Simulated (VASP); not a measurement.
Input:

```
BeS
1.0
    3.12934     0.00000     0.00000
   -1.56467     2.71009     0.00000
    0.00000     0.00000     4.97901
Be S
2 2
Cartesian
  0.00000   0.00000   0.00000
  0.00000   0.00000   2.48951
  0.00000   1.80673   1.24475
  1.56467   0.90336   3.73426
```

Method: PBEsol GGA, VASP's PBE PAW potentials (set 64) (plane waves; VASP). Settings: 500 eV cut-off, 8×8×5 Γ-centred mesh, Gaussian smearing of 0.050 eV, potentials Be S.

Question: Estimate the energy per atom (σ→0), pressure.

Answer: 
| Property | Result |
|---|---|
| energy per atom (σ→0) | -4748 meV/atom |
| pressure | 19.95 GPa |

The absolute energy has meaning only against runs of the same code, potentials and settings.

The structure was generated: BeS was put into the NiAs type type (P6_3/mmc), which need not be its known phase. It was relaxed first under an external pressure of 20 GPa.
